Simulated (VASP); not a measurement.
Energy against volume of Al3Sc (L1_2). All values below come from revTPSS meta-GGA, VASP's PBE PAW potentials (set 64) (plane waves; VASP). Numerical set-up: 520 eV cut-off, 8×8×8 Γ-centred mesh, first-order Methfessel-Paxton smearing of 0.10 eV, potentials Sc_sv Al.

| V (Å³/atom) | E (eV/atom) |
|---|---|
| 15.918 | -5.99729 |
| 16.426 | -6.01326 |
| 16.934 | -6.01878 |
| 17.442 | -6.01536 |

Fit these four points and predict the energy of the run at 17.950 Å³/atom.

A cubic in V^(−2/3), the third-order Birch-Murnaghan form, passes through the four points with V0 = 16.98 Å³/atom and B0 = 93 GPa, and gives -6.0043 eV/atom there. The run gave -6.0044 eV/atom, -0.1 meV/atom from the fit; all five points give B0 = 92 GPa.

The compound is Al3Sc in the L1_2 structure. It was relaxed first.
